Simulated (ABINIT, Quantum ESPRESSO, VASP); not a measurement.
ScCl3 (R-3, 8 atoms in the cell) computed with different codes at matched settings

Self-consistent single point, at a second geometry (lattice scaled by 0.98). First geometry:

```yaml
crystal:
  lattice:
    - [3.20436, 1.85004, 6.08369]
    - [-3.20436, 1.85004, 6.08369]
    - [0.00000, -3.70008, 6.08369]
  atoms:
    - { symbol: Sc, position: [0.33332, 0.33332, 0.33332] }
    - { symbol: Sc, position: [0.66668, 0.66668, 0.66668] }
    - { symbol: Cl, position: [0.71815, 0.43702, 0.07745] }
    - { symbol: Cl, position: [0.28185, 0.56298, 0.92255] }
    - { symbol: Cl, position: [0.07745, 0.71815, 0.43702] }
    - { symbol: Cl, position: [0.92255, 0.28185, 0.56298] }
    - { symbol: Cl, position: [0.43702, 0.07745, 0.71815] }
    - { symbol: Cl, position: [0.56298, 0.92255, 0.28185] }
```

Shared settings, as Quantum ESPRESSO writes them: occupations = smearing; smearing = fd; degauss = 0.00147 Ry; K_POINTS = automatic 4 4 4 0 0 0. Potentials and cutoffs stand in the table.

| code | model | ΔF from the first geometry (meV/atom) | pressure (GPa) | largest force (eV/Å) | gap on the mesh (eV) | cutoff |
|---|---|---|---|---|---|---|
| ABINIT | PBEsol, PAW (JTH v2.0 PBE PAW, files made for PBE) | 3.9 | 2.04 | 0.314 | 3.827 | 816 eV |
| Quantum ESPRESSO | PBEsol, PseudoDojo standard norm-conserving (PBESOL) pseudopotentials | 2.7 | 1.92 | 0.298 | 3.843 | 80 Ry |
| VASP | PBEsol, VASP's PBE PAW potentials (set 64) | 4.6 | 1.62 | 0.336 | 3.838 | 300 eV |

For VASP (by 0.5 GPa) the energy change implies a higher mean pressure, against the two pressures, than for the other programs: a sign of finite-basis (Pulay) stress.

Gaps are read on the mesh.

The spread over the programs that give each value: ΔF from the first geometry within 1.9 meV/atom; pressure within 0.42 GPa; largest force within 0.038 eV/Å; gap on the mesh within 0.016 eV.

VASP's run is marked for a possible Pulay error in its stress at this cutoff; no cutoff test was made.

The starting cell comes from a database of computed structures (which also holds hypothetical and non-ambient phases and stackings), without a prior relaxation at this level. For this run, on top of that: lattice scaled by 0.98.

Left out of this page: Ansatz, GPAW, CP2K and SIESTA (not drawn, or without a comparable value).
